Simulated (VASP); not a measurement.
These are PBEsol GGA, VASP's PBE PAW potentials (set 64) (plane waves; VASP 6.6.1) values and carry that method's errors.

VASP input:

INCAR:
```
ALGO=Normal
DIPOL=0.5 0.5 0.5
EDIFF=1E-5
EDIFFG=-0.03
ENCUT=400
GGA=PS
IBRION=2
IDIPOL=3
ISIF=2
ISMEAR=1
LASPH=T
LCHARG=F
LDIPOL=T
LREAL=F
LWAVE=T
NELM=100
NELMIN=4
NSW=50
PREC=Normal
SIGMA=0.1
SYSTEM=Na(211) slab
```

### POSCAR
```
Na(211) slab
1
    3.6074895270    -0.0000000000    -0.0000000000
   -0.0000000000     5.8910062999     0.0000000000
   -0.0000000000     0.0000000000    24.8710227657
Na
6
Direct
  0.6666670000   0.7500000000   0.3290590000
  1.0000000000   0.2500000000   0.3974360000
  0.3333330000   0.7500000000   0.4658120000
  0.6666670000   0.2500000000   0.5341880000
  0.0000000000   0.7500000000   0.6025640000
  0.3333330000   0.2500000000   0.6709410000
```

KPOINTS:
```
Automatic mesh
0
Gamma
8 5 1
0 0 0
```

POTCAR, in this order: Na_pv (PBE.64 set). Program: vasp_std.

Estimate the energy per atom (σ→0), band gap (on the k-mesh).

```yaml
energy per atom (σ→0): -1.286 eV/atom
band gap (on the k-mesh): none (metal, semimetal or under 0.01 eV)
```

**OSZICAR**
```
...
       N       E                     dE             d eps       ncg     rms          rms(c)
DAV:   1    -0.769434955286E+01    0.18081E-01   -0.12324E+01   765   0.227E+01    0.141E-01
DAV:   2    -0.771464644521E+01   -0.20297E-01   -0.20618E-01   750   0.344E+00    0.364E-02
DAV:   3    -0.771536824699E+01   -0.72180E-03   -0.70385E-03   772   0.671E-01    0.473E-02
DAV:   4    -0.771536622409E+01    0.20229E-05   -0.32512E-04   808   0.146E-01    0.391E-02
DAV:   5    -0.771534968295E+01    0.16541E-04   -0.93079E-05   772   0.137E-01    0.767E-03
DAV:   6    -0.771535228094E+01   -0.25980E-05   -0.99056E-06   478   0.350E-02
  11 F= -.77153523E+01 E0= -.77150544E+01  d E =-.291695E-02
```

The cell is a thin slab with vacuum, built from Na (bcc): (211) face.
